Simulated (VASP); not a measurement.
Si3N4:

```xyz
14
Lattice="7.6600 0.0000 0.0000 -3.8300 6.6338 0.0000 0.0000 0.0000 2.9247" Properties=species:S:1:pos:R:3 pbc="T T T"
Si   -1.3891    5.4732    2.1935
Si    2.2255    1.5336    0.7312
Si    4.0454    3.9396    0.7312
Si   -0.2154    2.6942    2.1935
Si    1.6045    5.1002    2.1935
Si    5.2191    1.1606    0.7312
N     0.0000    4.4225    2.1935
N     3.8300    2.2113    0.7312
N     4.8586    4.4446    2.1935
N    -1.4198    6.4299    0.7312
N     2.4484    4.6484    0.7312
N     1.3816    1.9853    2.1935
N    -1.0285    2.1892    0.7312
N     5.2499    0.2039    2.1935
```

The cell is a database's computed one.

Program: VASP 6.6.1. Alike in all runs: potentials or basis VASP PAW PBE potentials, release 64 (Si, N); no spin polarisation; cell as given; smearing gaussian 0.02 eV. Hardware: 8 MPI ranks on AMD EPYC 9R45 (Zen 5), with other jobs on the host.

Question: Order these runs on this cell by their wall time, lowest first.
A. task band structure; level PBE; k mesh 6 × 6 × 12; cutoff (eV) 600
B. task band structure; level r2SCAN; k mesh 6 × 6 × 12; cutoff (eV) 450
C. task dielectric tensor; level PBE; k mesh 5 × 5 × 11; cutoff (eV) 450

Answer: A (95 s), B (240 s), C (860 s).
